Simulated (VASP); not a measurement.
An input for Ansatz (written as the equivalent of a VASP run, and not itself run):

Ansatz 0.2 input:
```yaml
crystal:
  lattice:
    - [1.2510513, -2.1668848, 0.0000000]
    - [1.2510513, 2.1668848, 0.0000000]
    - [0.0000000, 0.0000000, 6.7168032]
  atoms:
    - { symbol: B, position: [0.3333330, 0.6666670, 0.2500000] }
    - { symbol: B, position: [0.6666670, 0.3333330, 0.7500000] }
    - { symbol: N, position: [0.6666670, 0.3333330, 0.2500000] }
    - { symbol: N, position: [0.3333330, 0.6666670, 0.7500000] }
kpoints:
  mp_grid: { grid: [10, 10, 4] }
hamiltonian:
  xc: r2scan
  pseudopotentials: { kind: paw }
scf:
  occupations: { method: gaussian, width: 0.05 }
  max_iter: 100
output: { forces: true, stress: true, eigenvalues: true }
```

**Question.** Write the VASP files for the same calculation (r2SCAN).

**Answer.** This is not unique; one that fits is 
**KPOINTS**
```
Regular mesh
0
gamma
  10 10 4
```

POSCAR:
```
BN
1
    1.2510513020    -2.1668848061     0.0000000000
    1.2510513020     2.1668848061     0.0000000000
    0.0000000000     0.0000000000     6.7168032252
B N
2 2
Direct
  0.3333330000   0.6666670000   0.2500000000
  0.6666670000   0.3333330000   0.7500000000
  0.6666670000   0.3333330000   0.2500000000
  0.3333330000   0.6666670000   0.7500000000
```

### INCAR
```
ALGO  =  Normal
EDIFF  =  1E-7
ENCUT  =  600
ISIF  =  2
ISMEAR  =  0
LASPH  =  .True.
LCHARG  =  .False.
LMIXTAU  =  .True.
LREAL  =  .False.
LWAVE  =  .False.
METAGGA  =  R2SCAN
NELM  =  100
PREC  =  Accurate
SIGMA  =  0.05
SYSTEM  =  BN
```

POTCAR, in this order: B N (PBE.64 set). Program: vasp_std.

What does not carry over: each code has its own PAW files, so the cut-off isn't converted (ENCUT is set for VASP's; basis.ecutwfc is left out, and Ansatz then takes the one that its files recommend); Ansatz stops its SCF on the density residual and VASP on the energy change (EDIFF).

The compound is BN in the hex structure. It was relaxed first.
